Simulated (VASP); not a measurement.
A cell of MoSi2 (MoSi2 type) near equilibrium:

```
CELL_PARAMETERS angstrom
     -1.60817     1.60817     3.93391
      1.60817    -1.60817     3.93391
      1.60817     1.60817    -3.93391
ATOMIC_POSITIONS crystal
  Si 0.66490 0.66490 0.00000
  Si 0.33510 0.33510 0.00000
  Mo 0.00000 0.00000 0.00000
```

Calculation: PBE GGA, VASP's PBE PAW potentials (set 64) (plane waves; VASP).

| run | ΔE (meV/atom) | σxx | σyy | σzz | largest shear component, with its sign (GPa) | largest force (eV/Å) |
|---|---|---|---|---|---|---|
| as it is | 0.0 | 0.29 | 0.29 | 0.55 | 0.00 | 0.013 |
| after one change | 15.2 | -8.87 | -8.87 | -2.72 | 0.00 | 0.064 |
Stress is in GPa, positive when the cell is compressed.

Task: Which change was made?
(A) biaxial strain of +2.0 % in the xy plane
(B) biaxial strain of -1.5 % in the yz plane with the ions relaxed
(C) isotropic strain of +2.0 %
(D) atom 3 (Mo) moved by -0.150 Å along z

Result: A, biaxial strain of +2.0 % in the xy plane

The compound is MoSi2 in the MoSi2 type structure.
